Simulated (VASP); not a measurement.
```xyz
4
Lattice="4.0846 0.0000 0.0000 0.0000 4.0846 0.0000 0.0000 0.0000 4.0846" Properties=species:S:1:pos:R:3 pbc="T T T"
Sc     0.0000     0.0000     0.0000
Al     0.0000     2.0423     2.0423
Al     2.0423     0.0000     2.0423
Al     2.0423     2.0423     0.0000
```

Calculation: r2SCAN meta-GGA, VASP's PBE PAW potentials (set 64) (plane waves; VASP 6.6.1). Numerical set-up: 480 eV cut-off, 8×8×8 Γ-centred mesh, first-order Methfessel-Paxton smearing of 0.10 eV, potentials Sc_sv Al.

### Question
What does the run give for the energy per atom (σ→0), band gap (on the k-mesh) with the smallest direct gap where there is one?

### Answer

```yaml
band gap (on the k-mesh): none (metal, semimetal or under 0.01 eV)
energy per atom (σ→0): -8.377 eV/atom
```

Total energies compare only between runs with the same potentials, cut-off and functional.

The compound is Al3Sc in the L1_2 structure. It was relaxed first.
